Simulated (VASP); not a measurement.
# What spin-orbit coupling changes in NbCd3, part 4 of 4

Aim: run bands, DOS and a relaxation of NbCd3 twice, without and with spin-orbit coupling. All runs use LDA. Left out of this account: 1 further run (self-consistent run: a reference on another mesh). The start is a cell from a database of measured crystal structures.

VASP 6.6.1, plane waves and PAW; the level of theory is named at each step.

Still holding for the runs below: This run has no spin polarisation. Its electron count is odd, so without a moment it is a metal by construction. The k-mesh is coarse for a metal.

So far. Step 5 (Total and projected DOS (LDA + SOC)): The DOS at the Fermi level goes from 1.68 to 1.67 states/eV/cell, a number that is sensitive to the mesh. The run took 3.5 times the core time, with 60 spinor bands against 38. Of the states within 0.3 eV of the Fermi level, the largest shares in the PAW spheres are Nb d 50 %, Cd p 10 % and Cd d 5 %. The rest lies in smaller channels or between the spheres. Step 6 (Full relaxation (LDA)): It ends with forces that vanish by symmetry and a pressure of -0.01 GPa.

## Step 7: Relaxing cell and atoms (LDA + SOC)

This step: LDA, spin-orbit coupling; plane waves and PAW (Nb_sv, Cd) (VASP 6.6.1).

The same relaxation with spinors and spin-orbit coupling.

INCAR

```
SYSTEM = NbCd3
PREC = Accurate
ENCUT = 400
EDIFF = 1E-06
NELM = 100
ISMEAR = -1
SIGMA = 0.05
LREAL = .FALSE.
ALGO = Normal
GGA = CA
LNONCOLLINEAR = .TRUE.
MAGMOM = 0 0 0 0 0 0 0 0 0 0 0 0
NBANDS = 60
GGA_COMPAT = .FALSE.
LASPH = .TRUE.
LSORBIT = .TRUE.
LMAXMIX = 4
LORBIT = 11
LWAVE = .FALSE.
LCHARG = .FALSE.
KPAR = 4
IBRION = 2
NSW = 60
ISIF = 3
EDIFFG = -0.01
```

POSCAR

```
NbCd3
1.0
    4.2150000000      0.0000000000      0.0000000000
    0.0000000000      4.2150000000      0.0000000000
    0.0000000000      0.0000000000      4.2150000000
Nb Cd
1 3
Direct
    0.0000000000      0.0000000000      0.0000000000
    0.0000000000      0.5000000000      0.5000000000
    0.5000000000      0.0000000000      0.5000000000
    0.5000000000      0.5000000000      0.0000000000
```

KPOINTS

```
Automatic mesh
0
Gamma
6 6 6
0 0 0
```

Potentials, in the order of the species: Nb_sv and Cd (LDA family, release 64).

Launch:

```
> mpirun -np 4 vasp_ncl
```

The log of the run:

```text
[... set-up lines as in an earlier step ...]
 entering main loop
       N       E                     dE             d eps       ncg     rms          rms(c)
[... 13 cycles as in an earlier step ...]
   1 F= -.15663979E+02 E0= -.15653885E+02  d E =-.156640E+02  mag=     0.0000     0.0000     0.0000
 curvature:   0.00 expect dE= 0.000E+00 dE for cont linesearch  0.000E+00
 trial: gam= 0.00000 g(F)=  0.000E+00 g(S)=  0.550E-01 ort = 0.000E+00 (trialstep = 0.100E+01)
 search vector abs. value=  0.550E-01
 bond charge predicted
       N       E                     dE             d eps       ncg     rms          rms(c)
DAV:   1    -0.168785370764E+02   -0.12146E+01   -0.27879E+01  2416   0.561E+01    0.764E+00
DAV:   2    -0.157542707345E+02    0.11243E+01   -0.35606E+00  2608   0.222E+01    0.289E+00
DAV:   3    -0.156694358878E+02    0.84835E-01   -0.35268E-01  3272   0.474E+00    0.197E+00
DAV:   4    -0.156609618556E+02    0.84740E-02   -0.28063E-02  3168   0.114E+00    0.111E+00
DAV:   5    -0.156595866771E+02    0.13752E-02   -0.14437E-02  3976   0.539E-01    0.349E-01
DAV:   6    -0.156602769801E+02   -0.69030E-03   -0.20632E-03  3728   0.262E-01    0.187E-01
DAV:   7    -0.156604797070E+02   -0.20273E-03   -0.69861E-04  3536   0.163E-01    0.670E-02
DAV:   8    -0.156604924679E+02   -0.12761E-04   -0.11442E-04  3108   0.822E-02    0.104E-02
DAV:   9    -0.156604908288E+02    0.16391E-05   -0.75330E-06  2704   0.217E-02    0.426E-03
DAV:  10    -0.156604908057E+02    0.23153E-07   -0.59658E-07  1704   0.644E-03
   2 F= -.15660491E+02 E0= -.15650887E+02  d E =0.348826E-02  mag=    -0.0000     0.0000     0.0000
 trial-energy change:    0.003488  1 .order    0.004769   -0.054979    0.064517
 step:   0.4761(harm=  0.4601)  dis= 0.00000  next Energy=   -15.677206 (dE=-0.132E-01)
 bond charge predicted
       N       E                     dE             d eps       ncg     rms          rms(c)
DAV:   1    -0.160019903736E+02   -0.34150E+00   -0.77011E+00  2416   0.301E+01    0.447E+00
DAV:   2    -0.157072857872E+02    0.29470E+00   -0.92379E-01  2736   0.109E+01    0.180E+00
DAV:   3    -0.156809771420E+02    0.26309E-01   -0.79347E-02  3260   0.239E+00    0.130E+00
DAV:   4    -0.156773387692E+02    0.36384E-02   -0.10102E-02  3360   0.591E-01    0.747E-01
DAV:   5    -0.156770680888E+02    0.27068E-03   -0.33331E-03  4020   0.261E-01    0.232E-01
DAV:   6    -0.156772640133E+02   -0.19592E-03   -0.41250E-04  3540   0.128E-01    0.102E-01
DAV:   7    -0.156773216532E+02   -0.57640E-04   -0.14892E-04  3544   0.792E-02    0.376E-02
DAV:   8    -0.156773246142E+02   -0.29610E-05   -0.19678E-05  3204   0.327E-02    0.546E-03
DAV:   9    -0.156773250690E+02   -0.45480E-06   -0.37420E-06  2872   0.106E-02
   3 F= -.15677325E+02 E0= -.15667467E+02  d E =-.133460E-01  mag=     0.0000     0.0000     0.0000
 curvature:  -0.23 expect dE=-0.832E-06 dE for cont linesearch -0.832E-06
 trial: gam=-0.00805 g(F)=  0.143E-67 g(S)=  0.362E-05 ort = 0.446E-03 (trialstep = 0.895E+00)
 search vector abs. value=  0.339E-09
 reached required accuracy - stopping structural energy minimisation
```

Elapsed: 34 s, on 4 MPI ranks of AMD EPYC 9R45, shared host; peak memory 0.97 GiB.

OUTCAR, selected parts (step 7):

```text
   NELECT =      49.0000    total number of electrons

 E-fermi :   5.2740

 k-point     1 :       0.0000    0.0000    0.0000
  band No.  band energies     occupation
    ...
     40      -2.1223      1.00000
     41       4.3265      1.00000
     42       4.3265      1.00000
     43       4.3265      1.00000
     44       4.3265      1.00000
     45       5.3944      0.08264
     46       5.3944      0.08264
     47       5.3944      0.08264
     48       5.3944      0.08264
     49       5.4876      0.01377
    ...

  Total       -0.0100041     -0.0100041     -0.0100041      0.0000000      0.0000000     -0.0000000
  in kB       -0.2186509     -0.2186509     -0.2186509      0.0000000      0.0000000     -0.0000000
  external PRESSURE =      -0.2186509 kB  Pullay stress =       0.0000000 kB

 POSITION                                       TOTAL-FORCE (eV/Angst)
 -----------------------------------------------------------------------------------
      0.00000      0.00000      0.00000        -0.000000      0.000000      0.000000
      0.00000      2.09258      2.09258         0.000000      0.000000      0.000000
      2.09258     -0.00000      2.09258         0.000000      0.000000      0.000000
      2.09258      2.09258     -0.00000        -0.000000      0.000000      0.000000
 -----------------------------------------------------------------------------------
    total drift:                                0.000000      0.000000      0.000000

  FREE ENERGIE OF THE ION-ELECTRON SYSTEM (eV)
  ---------------------------------------------------
  free  energy   TOTEN  =       -15.6773250690 eV

  energy  without entropy=      -15.6576098798  energy(sigma->0) =      -15.66746747

 Spin-Orbit-Coupling matrix elements
 Ion:    1  E_soc:     -0.1841016
 Ion:    2  E_soc:     -0.0691521
 Ion:    3  E_soc:     -0.0691521
 Ion:    4  E_soc:     -0.0691521

 magnetization (x)
# of ion       s       p       d       tot
------------------------------------------
    1        0.000   0.000   0.000   0.000
    2       -0.000   0.000  -0.000  -0.000
    3        0.000   0.000   0.000   0.000
    4       -0.000   0.000   0.000  -0.000
--------------------------------------------------
tot          0.000   0.000  -0.000   0.000

 magnetization (y)
# of ion       s       p       d       tot
------------------------------------------
    1       -0.000   0.000  -0.000  -0.000
    2       -0.000  -0.000  -0.000  -0.000
    3        0.000  -0.000   0.000   0.000
    4        0.000   0.000   0.000   0.000
--------------------------------------------------
tot          0.000  -0.000  -0.000  -0.000

 magnetization (z)
# of ion       s       p       d       tot
------------------------------------------
    1       -0.000   0.000   0.000  -0.000
    2       -0.000  -0.000   0.000  -0.000
    3        0.000  -0.000   0.000   0.000
    4        0.000  -0.000   0.000  -0.000
--------------------------------------------------
tot         -0.000  -0.000   0.000  -0.000

[... 8 parts as in an earlier step ...]

[... 10 further parts left out ...]
```

CONTCAR:

```
NbCd3
   1.00000000000000
     4.1851635418218693   -0.0000000000000000   -0.0000000000000000
     0.0000000000000000    4.1851635418218693   -0.0000000000000000
     0.0000000000000000    0.0000000000000000    4.1851635418218693
  Nb              Cd
     1     3
Direct
     0.0000000000000000    0.0000000000000000    0.0000000000000000
     0.0000000000000000    0.5000000000000000    0.5000000000000000
     0.5000000000000000    0.0000000000000000    0.5000000000000000
     0.5000000000000000    0.5000000000000000    0.0000000000000000
```

Relaxation path:

```csv
step,energy less that of the first step (eV),largest force (eV/Å),pressure (GPa),volume (Å³)
1,0.0000,0.0000,-2.64,74.88
2,0.0035,0.0000,3.24,71.59
3,-0.0133,0.0000,-0.02,73.31
```

```csv
"conventional cell, symmetrised",before,after,change
a (Å),4.215,4.185,-0.7 %
b (Å),4.215,4.185,-0.7 %
c (Å),4.215,4.185,-0.7 %
volume (Å³/atom),18.72,18.33,-2.1 %
```

Final coordinates:

```
Nb Cd
1.0
     4.18516    0.00000    0.00000
     0.00000    4.18516    0.00000
     0.00000    0.00000    4.18516
Nb Cd
1 3
Direct
  0.00000 0.00000 0.00000
  0.00000 0.50000 0.50000
  0.50000 0.00000 0.50000
  0.50000 0.50000 0.00000
```

Numbers from this step:

- bands: 60
- free energy (TOTEN): -15.68 eV
- energy at zero smearing: -15.67 eV
- Fermi energy: 5.274 eV
- pressure: -0.02187 GPa
- SCF cycles over all ionic steps: 32

On-site spin-orbit energy by atom:

```csv
atom,on-site spin-orbit energy (eV)
Nb1,-0.184
Cd2,-0.069
Cd3,-0.069
Cd4,-0.069
```

The cell ends at 18.33 Å³/atom, -0.1 % from the run without the coupling. The run took 4.6 times the core time, with 60 spinor bands against 30.

The cell shrank by 2.1 % in volume.

## Step 8: Side by side

| quantity | without | with spin-orbit coupling |
| --- | --- | --- |
| gap (eV) | none | none |
| core minutes, bands | 0.81 | 3.4 |
| DOS at the Fermi level (states/eV/cell) | 1.68 | 1.67 |
| core minutes, DOS | 0.27 | 0.92 |
| relaxed volume (Å³/atom) | 18.34 | 18.33 |
| core minutes, relaxation | 0.49 | 2.3 |

## Step 9: What came out

```json
{
 "gap (eV), without → with": "none → none",
 "DOS at the Fermi level (states/eV/cell), without → with": "1.68 → 1.67",
 "relaxed volume (Å³/atom), without → with": "18.34 → 18.33"
}
```

In words: NbCd3 has no gap with or without spin-orbit coupling. The relaxed volume moves by -0.1 %. The spinor runs cost 3.5 to 4.6 times as much, on a shared host. The k-sampling is coarse for a metal, so the Fermi level, pressures and the shape of the cell carry errors. With an odd electron count and no spin the cell is a metal by construction.

[Lines on the potential files, build, host, timing and source positions are cut from VASP's logs without a mark.]

[Logs are printed without paths, hosts, clocks, repeated set-up lines and the standing remarks that a program may print on its own settings, such as how far it seeks lower states.]

[Hosts, paths, dates, database ids (printed as entryN), source tags and the programs' standing remarks are cut or masked in the printed files.]

[A measured line is paired with the nearest computed mode of its activity, which favours agreement.]
